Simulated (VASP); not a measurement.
Data:

```xyz
2
Lattice="0.0000 3.3359 3.3359 3.3359 0.0000 3.3359 3.3359 3.3359 0.0000" Properties=species:S:1:pos:R:3 pbc="T T T"
Te     3.3359     3.3359     3.3359
Pb     0.0000     0.0000     0.0000
```

The numbers are results of TPSS meta-GGA, VASP's PBE PAW potentials (set 64) (plane waves; VASP), not measurements. Settings: 520 eV cut-off, 7×7×7 Γ-centred mesh, Gaussian smearing of 0.050 eV, potentials Te Pb_d.

**Question.** Estimate the energy per atom (σ→0), pressure.

**Answer.** 
energy per atom (σ→0): -7.429 eV/atom
pressure: -2.06 GPa

Only differences to runs with the same potentials and settings are physical.

The compound is PbTe in the rock salt structure. This cell is one point of a volume scan, at 1.06 of the reference volume.
